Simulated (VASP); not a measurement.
## Dynamics of TiCo at finite temperature

Aim: follow TiCo in time and read averages from the run. The start is a computed cell from the Materials Project.

Method: LDA, spin-polarised from a ferromagnetic start; plane waves and PAW (Co, Ti), in VASP 6.6.1.

## 1. Set-up

It takes space group Pm-3m (No. 221, cubic). Conventional cell: a = 2.986 Å, b = 2.986 Å, c = 2.986 Å, α = 90.00°, β = 90.00°, γ = 90.00°. Nearest to Co lie 8 Ti at 2.59 Å. Nearest to Ti lie 8 Co at 2.59 Å. Farther neighbours are not listed.

Coordinates:

```cif
data_structure
_symmetry_space_group_name_H-M 'Pm-3m'
_symmetry_Int_Tables_number 221
_cell_length_a 2.9861
_cell_length_b 2.9861
_cell_length_c 2.9861
_cell_angle_alpha 90.000
_cell_angle_beta 90.000
_cell_angle_gamma 90.000
_cell_volume 26.63
loop_
_atom_site_label
_atom_site_type_symbol
_atom_site_symmetry_multiplicity
_atom_site_Wyckoff_symbol
_atom_site_fract_x
_atom_site_fract_y
_atom_site_fract_z
_atom_site_occupancy
Co1 Co 1 b 0.50000 0.50000 0.50000 1
Ti1 Ti 1 a 0.00000 0.00000 0.00000 1
```

## 2. Relax the host

First cell and atoms are relaxed at a raised cutoff, so that later runs start from this functional's own cell.

File INCAR:

```
SYSTEM = TiCo
PREC = Accurate
ENCUT = 350
EDIFF = 1E-06
NELM = 120
ISMEAR = 1
SIGMA = 0.15
LREAL = .FALSE.
ALGO = Normal
GGA = CA
NBANDS = 15
ISPIN = 2
MAGMOM = 2 1
LASPH = .TRUE.
LMAXMIX = 4
LORBIT = 11
LWAVE = .FALSE.
LCHARG = .FALSE.
KPAR = 4
IBRION = 2
NSW = 40
ISIF = 3
EDIFFG = -0.02
POTIM = 0.4
```

File POSCAR:

```
TiCo
1.0
    2.9861109900      0.0000000000      0.0000000000
    0.0000000000      2.9861109900      0.0000000000
    0.0000000000      0.0000000000      2.9861109900
Co Ti
1 1
Direct
    0.5000000000      0.5000000000      0.5000000000
    0.0000000000      0.0000000000      0.0000000000
```

File KPOINTS:

```
Automatic mesh
0
Gamma
11 11 11
0 0 0
```

The projector-augmented-wave data sets are Co and Ti (LDA family, release 64).

On the command line:

```console
$ mpirun -np 4 vasp_std
```

The program printed:

```text
[banner, memory and clock lines left out]
running    4 mpi-ranks, on    1 nodes
 distrk:  each k-point on    1 cores,    4 groups
 distr:  one band on    1 cores,    1 groups

 POSCAR found type information on POSCAR CoTi
 POSCAR found :  2 types and       2 ions
 LDA part: xc-table for (Slater(with rela. corr.)+CA(PZ))
 , standard interpolation
 POSCAR, INCAR and KPOINTS ok, starting setup
 FFT: planning ... GRIDC
 FFT: planning ... GRID_SOFT
 FFT: planning ... GRID
 WAVECAR not read
 entering main loop
       N       E                     dE             d eps       ncg     rms          rms(c)
DAV:   1     0.313057002726E+02    0.31306E+02   -0.44958E+03  3616   0.715E+02
DAV:   2    -0.186262369504E+02   -0.49932E+02   -0.45005E+02  3388   0.146E+02
DAV:   3    -0.195249999626E+02   -0.89876E+00   -0.89038E+00  4102   0.255E+01
DAV:   4    -0.195362290744E+02   -0.11229E-01   -0.11228E-01  4711   0.240E+00
DAV:   5    -0.195363034706E+02   -0.74396E-04   -0.74395E-04  4266   0.163E-01    0.180E+01
DAV:   6    -0.188898272026E+02    0.64648E+00   -0.14610E+01  4018   0.508E+01    0.122E+01
DAV:   7    -0.191166802441E+02   -0.22685E+00   -0.24349E+01  4295   0.501E+01    0.163E+01
DAV:   8    -0.175243943039E+02    0.15923E+01   -0.83088E+00  4204   0.330E+01    0.331E+00
DAV:   9    -0.174474015048E+02    0.76993E-01   -0.22701E-01  4548   0.474E+00    0.104E+00
DAV:  10    -0.174396560466E+02    0.77455E-02   -0.85964E-03  4760   0.720E-01    0.646E-01
DAV:  11    -0.174352573102E+02    0.43987E-02   -0.38877E-03  5068   0.601E-01    0.168E-01
DAV:  12    -0.174352862592E+02   -0.28949E-04   -0.60689E-04  3927   0.211E-01    0.923E-02
DAV:  13    -0.174353039706E+02   -0.17711E-04   -0.53726E-05  4920   0.669E-02    0.655E-02
DAV:  14    -0.174353504772E+02   -0.46507E-04   -0.19237E-04  4585   0.121E-01    0.482E-02
DAV:  15    -0.174353893731E+02   -0.38896E-04   -0.20439E-04  5087   0.118E-01    0.293E-02
DAV:  16    -0.174354154314E+02   -0.26058E-04   -0.34262E-04  4624   0.161E-01    0.139E-02
DAV:  17    -0.174354190938E+02   -0.36623E-05   -0.10184E-04  5078   0.828E-02    0.800E-03
DAV:  18    -0.174354195338E+02   -0.44000E-06   -0.69274E-06  2291   0.255E-02
   1 F= -.17435420E+02 E0= -.17435473E+02  d E =-.174354E+02  mag=     0.2399
 curvature:   0.00 expect dE= 0.000E+00 dE for cont linesearch  0.000E+00
 trial: gam= 0.00000 g(F)=  0.000E+00 g(S)=  0.420E+00 ort = 0.000E+00 (trialstep = 0.100E+01)
 search vector abs. value=  0.420E+00
 bond charge predicted
       N       E                     dE             d eps       ncg     rms          rms(c)
DAV:   1    -0.258568571154E+02   -0.84214E+01   -0.62124E+01  3528   0.107E+02    0.344E+01
DAV:   2    -0.824411172392E+02   -0.56584E+02   -0.45209E+02  3843   0.386E+02    0.916E+01
DAV:   3    -0.311322323739E+02    0.51309E+02   -0.71778E+01  3717   0.940E+01    0.232E+01
DAV:   4    -0.196743937952E+02    0.11458E+02   -0.14886E+01  4401   0.510E+01    0.136E+01
DAV:   5    -0.218382419516E+02   -0.21638E+01   -0.14421E+00  4372   0.147E+01    0.178E+01
DAV:   6    -0.175569498866E+02    0.42813E+01   -0.73355E+00  4127   0.295E+01    0.479E+00
DAV:   7    -0.176979233010E+02   -0.14097E+00   -0.18968E+00  4445   0.123E+01    0.493E+00
DAV:   8    -0.175160491380E+02    0.18187E+00   -0.35277E-01  4151   0.688E+00    0.193E+00
DAV:   9    -0.174926795058E+02    0.23370E-01   -0.28982E-02  4485   0.153E+00    0.112E+00
DAV:  10    -0.175077548627E+02   -0.15075E-01   -0.28957E-01  4214   0.552E+00    0.161E+00
DAV:  11    -0.174898107596E+02    0.17944E-01   -0.20460E-02  4175   0.166E+00    0.950E-01
DAV:  12    -0.174805724644E+02    0.92383E-02   -0.21132E-02  4230   0.149E+00    0.223E-01
DAV:  13    -0.174802130070E+02    0.35946E-03   -0.90021E-04  4766   0.249E-01    0.106E-01
DAV:  14    -0.174801308930E+02    0.82114E-04   -0.22768E-04  4630   0.148E-01    0.330E-02
DAV:  15    -0.174801289552E+02    0.19377E-05   -0.20064E-05  4760   0.393E-02    0.144E-02
DAV:  16    -0.174801292047E+02   -0.24947E-06   -0.11175E-06  1918   0.102E-02
   2 F= -.17480129E+02 E0= -.17479945E+02  d E =-.447097E-01  mag=     0.0029
[...]
3 F= -.17563184E+02 E0= -.17563034E+02  d E =-.127764E+00  mag=     0.0000
[...]
4 F= -.17563168E+02 E0= -.17563021E+02  d E =-.127748E+00  mag=     0.0000
[...]
5 F= -.17563161E+02 E0= -.17563012E+02  d E =0.696968E-05  mag=     0.0000
 trial-energy change:    0.000007  1 .order    0.000017   -0.000125    0.000158
 step:   0.4513(harm=  0.4046)  dis= 0.00000  next Energy=   -17.563200 (dE=-0.318E-04)
 bond charge predicted
       N       E                     dE             d eps       ncg     rms          rms(c)
DAV:   1    -0.175637194792E+02   -0.55827E-03   -0.44343E-03  3451   0.920E-01    0.265E-01
DAV:   2    -0.175739833920E+02   -0.10264E-01   -0.67544E-02  4218   0.297E+00    0.111E+00
DAV:   3    -0.175631881161E+02    0.10795E-01   -0.46675E-02  4214   0.248E+00    0.309E-02
DAV:   4    -0.175631970612E+02   -0.89451E-05   -0.15230E-04  3472   0.807E-02    0.243E-02
DAV:   5    -0.175631919774E+02    0.50838E-05   -0.12207E-05  3612   0.338E-02    0.470E-03
DAV:   6    -0.175631918191E+02    0.15833E-06   -0.88713E-07  1757   0.689E-03
   6 F= -.17563192E+02 E0= -.17563045E+02  d E =-.239818E-04  mag=     0.0000
 curvature:  -0.20 expect dE=-0.325E-07 dE for cont linesearch -0.325E-07
 trial: gam=-0.03333 g(F)=  0.434E-65 g(S)=  0.162E-06 ort = 0.469E-05 (trialstep = 0.824E+00)
 search vector abs. value=  0.293E-09
 reached required accuracy - stopping structural energy minimisation
```

The job ended after 29 s (4 MPI ranks of Intel Xeon Platinum 8375C at 2.90GHz (Ice Lake), shared host; peak memory 0.53 GiB; 1.9 min of CPU time).

Lines that name or quote the potential files are left out of all logs, and their timing lines are given in words.

Parts of OUTCAR (step 2):

```text
ion  position               nearest neighbor table
   1  0.500  0.500  0.500-   2 2.59   2 2.59   2 2.59   2 2.59   2 2.59   2 2.59   2 2.59   2 2.59

  LATTYP: Found a simple cubic cell.
 ALAT       =     2.9861109900

 Subroutine GETGRP returns: Found 48 space group operations
 (whereof 48 operations were pure point group operations)

The static configuration has the point symmetry O_h .

 Found     56 irreducible k-points:

   k-points           NKPTS =     56   k-points in BZ     NKDIM =     56   number of bands    NBANDS=     15

   dimension x,y,z NGX =    18 NGY =   18 NGZ =   18
   dimension x,y,z NGXF=    36 NGYF=   36 NGZF=   36

   ENCUT  =  350.0 eV  25.72 Ry    5.07 a.u.   4.56  4.56  4.56*2*pi/ulx,y,z

   NELECT =      13.0000    total number of electrons

 k-points in reciprocal lattice and weights: Automatic mesh
   0.00000000  0.00000000  0.00000000       0.001
   0.09090909  0.00000000  0.00000000       0.005
   0.18181818  0.00000000  0.00000000       0.005
   0.27272727  0.00000000  0.00000000       0.005
   0.36363636  0.00000000  0.00000000       0.005
   0.45454545  0.00000000  0.00000000       0.005
   0.09090909  0.09090909  0.00000000       0.009
   0.18181818  0.09090909  0.00000000       0.018
   0.27272727  0.09090909  0.00000000       0.018
[...]
0.45454545  0.45454545  0.36363636       0.018
   0.45454545  0.45454545  0.45454545       0.006

 average (electrostatic) potential at core
       1 -81.0707       2 -22.9851

 E-fermi :   7.2546

 spin component 1
 k-point     1 :       0.0000    0.0000    0.0000
  band No.  band energies     occupation
    ...
      2       3.0083      1.00000
      3       3.0083      1.00000
      4       5.6472      1.00000
      5       5.6472      1.00000
      6       5.6472      1.00000
      7       8.0889     -0.00000
      8       8.0889     -0.00000
      9      10.2766      0.00000
     10      10.2766      0.00000
     11      10.2766      0.00000
    ...

 k-point     2 :       0.0909    0.0000    0.0000
  band No.  band energies     occupation
    ...
      2       3.0903      1.00000
      3       3.0996      1.00000
      4       5.6360      1.00000
      5       5.6360      1.00000
      6       5.6820      1.00000
      7       7.9914     -0.00000
      8       8.1272     -0.00000
      9      10.0230     -0.00000
     10      10.0230     -0.00000
     11      10.2334     -0.00000
    ...

 k-point     3 :       0.1818    0.0000    0.0000
  band No.  band energies     occupation
    ...
      2       3.3297      1.00000
      3       3.3384      1.00000
      4       5.6111      1.00000
      5       5.6111      1.00000
      6       5.7786      1.00000
      7       7.7095     -0.00008
      8       8.2075     -0.00000
      9       9.4332     -0.00000
     10       9.4332     -0.00000
     11      10.1141     -0.00000
    ...

 k-point     4 :       0.2727    0.0000    0.0000
  band No.  band energies     occupation
    ...
      2       3.6189      1.00000
      3       3.7025      1.00000
      4       5.5897      1.00000
      5       5.5897      1.00000
      6       5.9141      1.00000
      7       7.2777      0.37159
      8       8.2045     -0.00000
      9       8.7809     -0.00000
     10       8.7809     -0.00000
     11       9.9490     -0.00000
    ...

 k-point     5 :       0.3636    0.0000    0.0000
  band No.  band energies     occupation
    ...
      3       4.1538      1.00000
      4       5.5854      1.00000
      5       5.5854      1.00000
      6       6.0492      1.00000
      7       6.7691      1.00002
      8       7.9352     -0.00000
      9       8.2487     -0.00000
     10       8.2487     -0.00000
     11       9.7867     -0.00000
     12      11.9521      0.00000
    ...

 k-point     6 :       0.4545    0.0000    0.0000
  band No.  band energies     occupation
    ...
      3       4.5379      1.00000
      4       5.5921      1.00000
      5       5.5921      1.00000
      6       6.1353      1.00000
      7       6.3496      1.00000
      8       7.5441     -0.00997
      9       7.9496     -0.00000
     10       7.9496     -0.00000
     11       9.6843     -0.00000
     12      11.5912      0.00000
    ...

  Total        0.0016733      0.0016733      0.0016733     -0.0000000     -0.0000000      0.0000000
  in kB        0.1102897      0.1102897      0.1102897     -0.0000000     -0.0000000      0.0000000
  external PRESSURE =       0.1102897 kB  Pullay stress =       0.0000000 kB

  energy-cutoff  :      350.00
  volume of cell :       24.31
      direct lattice vectors                 reciprocal lattice vectors
     2.896789545 -0.000000000 -0.000000000     0.345209752 -0.000000000  0.000000000
     0.000000000  2.896789545  0.000000000     0.000000000  0.345209752 -0.000000000
    -0.000000000  0.000000000  2.896789545     0.000000000 -0.000000000  0.345209752

 POSITION                                       TOTAL-FORCE (eV/Angst)
 -----------------------------------------------------------------------------------
      1.44839      1.44839      1.44839        -0.000000      0.000000      0.000000
      0.00000      0.00000      0.00000         0.000000     -0.000000      0.000000
 -----------------------------------------------------------------------------------
    total drift:                                0.000000     -0.000000      0.000000

  FREE ENERGIE OF THE ION-ELECTRON SYSTEM (eV)
  ---------------------------------------------------
  free  energy   TOTEN  =       -17.5631918191 eV

  energy  without entropy=      -17.5627500043  energy(sigma->0) =      -17.56304455

 reached required accuracy - stopping structural energy minimisation

 total charge
# of ion       s       p       d       tot
------------------------------------------
    1        0.560   0.487   7.412   8.459
    2        0.607   0.827   2.583   4.016
--------------------------------------------------
tot          1.167   1.314   9.994  12.475

 magnetization (x)
# of ion       s       p       d       tot
------------------------------------------
    1       -0.000  -0.000  -0.000  -0.000
    2        0.000   0.000   0.000   0.000
--------------------------------------------------
tot         -0.000  -0.000   0.000   0.000

[... 4 further parts left out ...]
```

The moments of the start collapse, so the state is non-magnetic; other starts or orders were not tried. After so large a change of volume the plane waves of the start cell no longer fit, so the final stress carries a basis-set error. The data set Ti keeps the semicore shell frozen, which is cheaper and a little less accurate. The run keeps the 48 symmetry operations of its start, so it cannot find a distortion of lower symmetry.

Relaxation path:

```
step  energy less that of the first step (eV)  largest force (eV/Å)  pressure (GPa)  volume (Å³)
   1                                   0.0000                0.0000          -16.20        26.63
   2                                  -0.0447                0.0000           17.46        22.69
   3                                  -0.1278                0.0000           -0.47        24.32
   4                                  -0.1277                0.0000            0.32        24.28
   5                                  -0.1277                0.0000           -0.40        24.34
   6                                  -0.1278                0.0000            0.01        24.31
```

```
conventional cell, symmetrised  before  after  change
                         a (Å)   2.986  2.897  -3.0 %
                         b (Å)   2.986  2.897  -3.0 %
                         c (Å)   2.986  2.897  -3.0 %
              volume (Å³/atom)   13.31  12.15  -8.7 %
```

Final coordinates:

```xyz
2
Lattice="2.8968 0.0000 0.0000 0.0000 2.8968 0.0000 0.0000 0.0000 2.8968" Properties=species:S:1:pos:R:3 pbc="T T T"
Co    1.4484    1.4484    1.4484
Ti    0.0000    0.0000    0.0000
```

This step gave:

* electronic cycles: 61
* electrons: 13
* free energy (TOTEN): -17.56 eV
* energy at zero smearing: -17.56 eV
* Fermi energy: 7.255 eV
* labelled metallic, from the levels on this mesh: yes

The spin moment in the PAW sphere vanishes on all atoms.

The run ended after 6 ionic steps, 0.128 eV below its first step, once forces and stress met EDIFFG = -0.02.

(Part 1 of 4 ends here.)

[Lines on the potential files, build, host, timing and source positions are cut from VASP's logs without a mark.]

[Logs are printed without paths, hosts, clocks, repeated set-up lines and the standing remarks that a program may print on its own settings, such as how far it seeks lower states.]

[Hosts, paths, dates, database ids (printed as entryN), source tags and the programs' standing remarks are cut or masked in the printed files.]

[Runs that stopped without an error message from VASP are left out.]
